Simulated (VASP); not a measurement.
## Pb: relaxation of the atoms with LDA

Slab: Pb, a slab with vacuum.

```xyz
5
Lattice="3.4550 0.0000 0.0000 -1.7275 2.9921 0.0000 0.0000 0.0000 26.2840" Properties=species:S:1:pos:R:3 pbc="T T T"
Pb    1.7275    0.9974    7.5000
Pb    0.0000    1.9947   10.3210
Pb    0.0000    0.0000   13.1420
Pb    1.7275    0.9974   15.9630
Pb    0.0000    1.9947   18.7840
```

* Program: VASP 6.6.1
* Task: relaxation of the atoms
* Functional: LDA
* Potentials or basis: VASP PAW LDA potentials, release 64 (Pb_d)
* Cutoff: 520 eV
* k mesh: 12 × 12 × 1
* Occupations: methfessel-paxton, width 0.1 eV
* Spin: no spin polarisation
* Dipole correction: yes
* Further INCAR settings: ALGO = Normal; EDIFF = 1e-06; IBRION = 2; EDIFFG = -0.02; NSW = 80

The energy gained by relaxing is 8.3 meV/atom. The ionic steps are 14. The band gap on the k mesh is none (metal or under the smearing width).

Forces in eV/Å, atoms in the order of the input:
```
Pb   0.000  0.000 -0.002
Pb   0.000  0.000  0.001
Pb   0.000  0.000  0.000
Pb   0.000  0.000 -0.001
Pb   0.000  0.000  0.002
```

The path:
| step | energy change (eV) | largest force (eV/Å) | pressure (GPa) |
| --- | --- | --- | --- |
| 1 | 0.0000 | 0.2040 | -0.78 |
| 2 | -0.0070 | 0.1770 | -0.73 |
| 3 | -0.0237 | 0.1402 | -0.62 |
| 4 | -0.0277 | 0.1443 | -0.28 |
| 5 | -0.0316 | 0.0545 | -0.44 |
| 6 | -0.0316 | 0.0492 | -0.44 |
| 7 | -0.0326 | 0.0480 | -0.42 |
| 8 | -0.0353 | 0.0469 | -0.27 |
| 9 | -0.0391 | 0.0462 | -0.13 |
| 10 | -0.0402 | 0.0562 | 0.25 |
| 11 | -0.0409 | 0.0463 | 0.05 |
| 12 | -0.0410 | 0.0429 | 0.15 |
| 13 | -0.0410 | 0.0449 | 0.08 |
| 14 | -0.0417 | 0.0022 | 0.11 |

Final structure:
```yaml
crystal:
  lattice:
    - [3.45501, 0.00000, 0.00000]
    - [-1.72750, 2.99212, 0.00000]
    - [0.00000, 0.00000, 26.28400]
  atoms:
    - { symbol: Pb, position: [0.66667, 0.33333, 0.29273] }
    - { symbol: Pb, position: [0.33333, 0.66667, 0.39295] }
    - { symbol: Pb, position: [0.00000, 0.00000, 0.50000] }
    - { symbol: Pb, position: [0.66667, 0.33333, 0.60705] }
    - { symbol: Pb, position: [0.33333, 0.66667, 0.70727] }
```

Levels at points of the mesh, in eV from the Fermi level:
| k point | band 33 | band 34 | band 35 | band 36 | band 37 | band 38 |
| --- | --- | --- | --- | --- | --- | --- |
| (0.00, 0.00, 0.00) | -0.01 | 2.18 | 3.42 | 3.80 | 5.20 | 5.31 |
| (0.50, 0.00, 0.00) | -3.21 | -2.63 | -2.43 | 0.68 | 0.95 | 1.63 |

Wall time 11 min on 2 MPI ranks on AMD EPYC 9R45 96-Core Processor (Zen 5) (shared host), peak memory 0.37 GiB a rank.

The run has no spin-orbit coupling, so splittings on Pb are missing.
